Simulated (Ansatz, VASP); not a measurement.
# Two plane-wave programs on SnP2

```xyz
3
Lattice="0.0000 3.2298 3.2298 3.2298 0.0000 3.2298 3.2298 3.2298 0.0000" Properties=species:S:1:pos:R:3 pbc="T T T"
Sn    0.0000    0.0000    0.0000
P     1.6149    1.6149    1.6149
P     4.8447    4.8447    4.8447
```

Alike in both runs: functional PBE; k mesh 12 × 12 × 12; occupations gaussian, width 0.1 eV; no spin polarisation.

Ansatz relaxed the structure, and its values are those at the end. VASP's run is a single point on that final structure, the one shown.

```csv
,VASP,Ansatz
version,VASP 6.6.1,Ansatz 0.2.0
potentials or method,"VASP PAW PBE potentials, release 64 (Sn_d, P)","scalar-relativistic, plane waves, PAW"
plane-wave cutoff (eV),520,420
valence electrons in the cell,24,24
```

|  | VASP | Ansatz | Ansatz less VASP |
| --- | --- | --- | --- |
| gap on the k mesh at the Fermi level (eV) | none | none | - |
| pressure (GPa) | 0.0 | 0.0 | +0.04 |

A gap of «none» marks a metal or a gap that the smearing closes.
